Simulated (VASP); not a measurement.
Input:

```
ZrS2
1.0
    3.59979     0.00000     0.00000
   -1.79990     3.11751     0.00000
    0.00000     0.00000     5.64323
Zr S
1 2
Cartesian
  0.00000   0.00000   0.00000
  1.79990   1.03917   4.19215
  0.00000   2.07834   1.45108
```

These are LDA (Ceperley-Alder, Perdew-Zunger), VASP's LDA PAW potentials (set 64) (plane waves; VASP) values and carry that method's errors. Numerical set-up: 400 eV cut-off, 8×8×5 Γ-centred mesh, tetrahedra with Blöchl corrections, potentials Zr_sv S.

What does the run give for the energy per atom (σ→0)?

```yaml
energy per atom (σ→0): -7.798 eV/atom
```

The structure comes from a computed database's ZrS2 entry (P-3m1); how it stands against other phases isn't given here. It was relaxed first, which changed the volume by -11 %.
